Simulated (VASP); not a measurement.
ZnS, 2 atoms in the cell. Symmetry: F-43m, No. 216, cubic system. The conventional cell has a = 5.448 Å, b = 5.448 Å, c = 5.448 Å, α = 90.00°, β = 90.00°, γ = 90.00°. Around Zn (site symmetry -43m) lie 4 S at 2.36 Å. S (site symmetry -43m) has 4 Zn at 2.36 Å as nearest neighbours. 

- Program: VASP 6.6.1
- Task: band structure
- Functional: PBE
- Potentials or basis: VASP PAW PBE potentials, release 64 (Zn, S)
- Cutoff: 520 eV
- k mesh: 6 × 6 × 6
- Occupations: gaussian, width 0.02 eV
- Spin: no spin polarisation
- Further INCAR settings: ALGO = Normal; EDIFF = 1e-07; NBANDS = 16

Potentials or basis: VASP PAW PBE potentials, release 64 (Zn, S).

Launch:

```sh
$ cat potpaw_PBE.64/Zn/POTCAR potpaw_PBE.64/S/POTCAR > POTCAR
$ cp INCAR.step1 INCAR
$ cp KPOINTS.step1 KPOINTS
$ mpirun -np 1 vasp_std > vasp.out
$ cp INCAR.step2 INCAR
$ cp KPOINTS.step2 KPOINTS
$ mpirun -np 1 vasp_std > vasp.out
```

Hardware: 1 thread of Intel(R) Xeon(R) Platinum 8259CL CPU @ 2.50GHz (Skylake/Cascade Lake), with other jobs on the host.

Task: Estimate the wall time of this run.

Result: Wall time 68 s on 1 thread of Intel(R) Xeon(R) Platinum 8259CL CPU @ 2.50GHz (Skylake/Cascade Lake), with other jobs on the host, peak memory 0.22 GiB. Counts: scf iterations 8, k points 150.
